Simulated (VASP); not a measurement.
OSZICAR of a VASP run on Zr (space group P6_3/mmc):

### OSZICAR
```
       N       E                     dE             d eps       ncg     rms          rms(c)
DAV:   1     0.182573291052E+03    0.18257E+03   -0.12141E+04  2440   0.124E+03
DAV:   2    -0.602615771812E+01   -0.18860E+03   -0.18705E+03  3088   0.372E+02
DAV:   3    -0.187528443904E+02   -0.12727E+02   -0.12654E+02  4640   0.696E+01
DAV:   4    -0.189352592617E+02   -0.18241E+00   -0.18241E+00  2584   0.970E+00
DAV:   5    -0.189401510453E+02   -0.48918E-02   -0.48918E-02  3816   0.107E+00    0.161E+01
DAV:   6    -0.182843324601E+02    0.65582E+00   -0.99761E-01  2544   0.873E+00    0.648E+00
DAV:   7    -0.181522738111E+02    0.13206E+00   -0.66264E-01  3536   0.611E+00    0.115E+00
DAV:   8    -0.181560665519E+02   -0.37927E-02   -0.37018E-02  3264   0.171E+00    0.287E-01
DAV:   9    -0.181563058863E+02   -0.23933E-03   -0.15802E-03  3088   0.402E-01    0.347E-02
DAV:  10    -0.181562778089E+02    0.28077E-04   -0.38634E-05  3624   0.412E-02    0.234E-02
DAV:  11    -0.181562781840E+02   -0.37500E-06   -0.83727E-06  2680   0.378E-02
   1 F= -.18156278E+02 E0= -.18156451E+02  d E =-.181563E+02
```

**Question.** Which electronic solver shows in the log?

**Answer.** It is blocked Davidson (ALGO = Normal, or the opening steps of other solvers). The INCAR had ALGO = Normal.

**Question.** Can the final energy be trusted as converged?

**Answer.** Self-consistency was reached. It stopped with EDIFF = 1E-6, NELM = 100, NSW = 60 and EDIFFG = -0.01 after 1 ionic step (PBEsol GGA, plane waves, VASP's PBE PAW potentials (set 64)).

The structure comes from a measured Zr entry (P6_3/mmc) of the Crystallography Open Database, whose conditions weren't checked. It was relaxed first. The start is the result of an earlier pass.
